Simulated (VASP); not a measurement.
Shape and ions are relaxed at each volume.

Energy against volume of Tl (hcp). The numbers are results of optB86b-vdW, VASP's PBE PAW potentials (set 64) (plane waves; VASP), not measurements.

```csv
V (Å³/atom),E (eV/atom)
27.805,0.78670
28.692,0.77574
29.580,0.77154
30.467,0.77300
31.354,0.77915
```

Problem. Fit a third-order Birch-Murnaghan equation of state.

Solution. 
The volume per atom is 29.77 Å³/atom, the bulk modulus is 32.8 GPa and the pressure derivative of the bulk modulus is 5.08.

Measured: bulk modulus 37.4 GPa at 0 K (computed value off by -12.5 %), as given by K. Lejaeghere et al., Critical reviews in solid state and materials sciences/CRC critical reviews in solid state and materials sciences (2013), arXiv:1204.2733 [extrapolated to 0 K and zero-point effects removed (source: thermally corrected experimental values)].

The compound is Tl in the hcp structure. It was relaxed first.
